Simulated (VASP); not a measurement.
Computed with PBEsol GGA, VASP's PBE PAW potentials (set 64) (plane waves; VASP).

VASP ran on this input.

KPOINTS:
```
kpoints
0
Gamma
  11 11 11
```

### INCAR
```
SYSTEM = ZrB
PREC = Accurate; ENCUT = 520; LREAL = .FALSE.
LASPH = .TRUE.
EDIFF = 1E-6; NELM = 100; ALGO = Normal
LMAXMIX = 4
ISMEAR = 1; SIGMA = 0.1
GGA = PS
IBRION = 2; NSW = 60; ISIF = 3
EDIFFG = -0.01
LWAVE = .FALSE.; LCHARG = .FALSE.
```

File POSCAR:
```
ZrB
1
    0.0000000000     2.6191484426     2.6191484426
    2.6191484426     0.0000000000     2.6191484426
    2.6191484426     2.6191484426    -0.0000000000
Zr B
1 1
Direct
  1.0000000000   0.0000000000   0.0000000000
  0.2500000000   0.2500000000   0.2500000000
```

POTCAR, in this order: Zr_sv B (PBE.64 set). Program: vasp_std.

Output

**OUTCAR**
```
 ion  position               nearest neighbor table
   1  0.000  0.000  0.000-   2 2.27   2 2.27   2 2.27   2 2.27
   2  0.250  0.250  0.250-   1 2.27   1 2.27   1 2.27   1 2.27
  LATTYP: Found a face centered cubic cell.
 ALAT       =     5.2382968852
 Subroutine PRICEL returns:
 Original cell was already a primitive cell.
 Subroutine GETGRP returns: Found 24 space group operations
The static configuration has the point symmetry T_d .
The dynamic configuration has the point symmetry T_d .
 Subroutine INISYM returns: Found 24 space group operations
 Subroutine IBZKPT returns following result:
 Found     56 irreducible k-points:

 Following reciprocal coordinates:
            Coordinates               Weight
  0.000000  0.000000  0.000000      1.000000
  0.090909  0.000000  0.000000      8.000000
  0.181818  0.000000  0.000000      8.000000
  0.272727  0.000000  0.000000      8.000000
  0.363636  0.000000  0.000000      8.000000
  0.454545  0.000000  0.000000      8.000000
  0.090909  0.090909  0.000000      6.000000
  0.181818  0.090909  0.000000     24.000000
  0.272727  0.090909  0.000000     24.000000
  0.363636  0.090909  0.000000     24.000000
  0.454545  0.090909  0.000000     24.000000
 -0.454545  0.090909  0.000000     24.000000
 -0.363636  0.090909  0.000000     24.000000
 -0.272727  0.090909  0.000000     24.000000
 -0.181818  0.090909  0.000000     24.000000
 -0.090909  0.090909  0.000000     12.000000
  0.181818  0.181818  0.000000      6.000000
  0.272727  0.181818  0.000000     24.000000
  0.363636  0.181818  0.000000     24.000000
  0.454545  0.181818  0.000000     24.000000
 -0.454545  0.181818  0.000000     24.000000
 -0.363636  0.181818  0.000000     24.000000
 -0.272727  0.181818  0.000000     24.000000
 -0.181818  0.181818  0.000000     12.000000
  0.272727  0.272727  0.000000      6.000000
  0.363636  0.272727  0.000000     24.000000
  0.454545  0.272727  0.000000     24.000000
 -0.454545  0.272727  0.000000     24.000000
 -0.363636  0.272727  0.000000     24.000000
 -0.272727  0.272727  0.000000     12.000000
  0.363636  0.363636  0.000000      6.000000
  0.454545  0.363636  0.000000     24.000000
 -0.454545  0.363636  0.000000     24.000000
 -0.363636  0.363636  0.000000     12.000000
  0.454545  0.454545  0.000000      6.000000
 -0.454545  0.454545  0.000000     12.000000
  0.272727  0.181818  0.090909     24.000000
  0.363636  0.181818  0.090909     48.000000
  0.454545  0.181818  0.090909     48.000000
 -0.454545  0.181818  0.090909     48.000000
   k-points           NKPTS =     56   k-points in BZ     NKDIM =     56   number of bands    NBANDS=     11
   number of dos      NEDOS =    301   number of ions     NIONS =      2
   total plane-waves  NPLWV =  21952
   dimension x,y,z NGX =    28 NGY =   28 NGZ =   28
   dimension x,y,z NGXF=    56 NGYF=   56 NGZF=   56
   ions per type =               1   1
   PREC   = accura    normal or accurate (medium, high low for compatibility)
   ISTART =      0    job   : 0-new  1-cont  2-samecut
   ICHARG =      2    charge: 1-file 2-atom 10-const
   ISPIN  =      1    spin polarized calculation?
   LNONCOLLINEAR =      F non collinear calculations
   LSORBIT =      F    spin-orbit coupling
   INIWAV =      1    electr: 0-lowe 1-rand  2-diag
   ENCUT  =  520.0 eV  38.22 Ry    6.18 a.u.   6.89  6.89  6.89*2*pi/ulx,y,z
   NELM   =    100;   NELMIN=  2; NELMDL= -5     # of ELM steps
   EDIFF  = 0.1E-05   stopping-criterion for ELM
   LREAL  =      F    real-space projection
   NLSPLINE    = F    spline interpolate recip. space projectors
   LMAXMIX     =    4 max onsite mixed and CHGCAR
...
```

### OSZICAR
```
       N       E                     dE             d eps       ncg     rms          rms(c)
DAV:   1     0.100418328182E+03    0.10042E+03   -0.77827E+03  1232   0.126E+03
DAV:   2    -0.117270023066E+02   -0.11215E+03   -0.10767E+03  1393   0.316E+02
DAV:   3    -0.171316739980E+02   -0.54047E+01   -0.52321E+01  1984   0.602E+01
DAV:   4    -0.173465985976E+02   -0.21492E+00   -0.21453E+00  1581   0.116E+01
DAV:   5    -0.173533059174E+02   -0.67073E-02   -0.67068E-02  1757   0.167E+00    0.175E+01
DAV:   6    -0.149595134198E+02    0.23938E+01   -0.92730E+00  1370   0.199E+01    0.543E+00
DAV:   7    -0.149842225478E+02   -0.24709E-01   -0.51599E-01  1860   0.445E+00    0.246E+00
DAV:   8    -0.149870443000E+02   -0.28218E-02   -0.25343E-02  1424   0.172E+00    0.956E-01
DAV:   9    -0.149874590963E+02   -0.41480E-03   -0.47965E-03  1759   0.701E-01    0.770E-02
DAV:  10    -0.149874427014E+02    0.16395E-04   -0.71181E-05  1433   0.760E-02    0.245E-02
DAV:  11    -0.149874478353E+02   -0.51339E-05   -0.15792E-05  1660   0.425E-02    0.341E-03
DAV:  12    -0.149874476938E+02    0.14148E-06   -0.33590E-07   751   0.625E-03
   1 F= -.14987448E+02 E0= -.14987008E+02  d E =-.149874E+02
```

OUTCAR:
```
------------------------ aborting loop because EDIFF is reached ----------------------------------------
  FORCE on cell =-STRESS in cart. coord.  units (eV):
  Direction    XX          YY          ZZ          XY          YZ          ZX
  --------------------------------------------------------------------------------------
  Total       -0.0117661     -0.0117661     -0.0117661     -0.0000000     -0.0000000     -0.0000000
  in kB       -0.5246065     -0.5246065     -0.5246065     -0.0000000     -0.0000000     -0.0000000
  external PRESSURE =      -0.5246065 kB  Pullay stress =       0.0000000 kB
  volume of cell :       35.93
      direct lattice vectors                 reciprocal lattice vectors
     0.000000000  2.619148443  2.619148443    -0.190901742  0.190901742  0.190901742
     2.619148443  0.000000000  2.619148443     0.190901742 -0.190901742  0.190901742
     2.619148443  2.619148443  0.000000000     0.190901742  0.190901742 -0.190901742
 POSITION                                       TOTAL-FORCE (eV/Angst)
 -----------------------------------------------------------------------------------
      0.00000      0.00000      0.00000        -0.000000     -0.000000     -0.000000
      1.30957      1.30957      1.30957         0.000000      0.000000      0.000000
 -----------------------------------------------------------------------------------
    total drift:                               -0.000000     -0.000000     -0.000000
  FREE ENERGIE OF THE ION-ELECTRON SYSTEM (eV)
  ---------------------------------------------------
  free  energy   TOTEN  =       -14.9874476938 eV

  energy  without entropy=      -14.9861288293  energy(sigma->0) =      -14.98700807

 reached required accuracy - stopping structural energy minimisation
```
(Selected blocks of OUTCAR.)

The structure was generated: ZrB was put into the zinc blende type (F-43m), which need not be its known phase. It was relaxed first, which changed the volume by -33 %. The start is the result of an earlier pass. The electron count is odd and the run is not spin-polarised, which forces a metal.
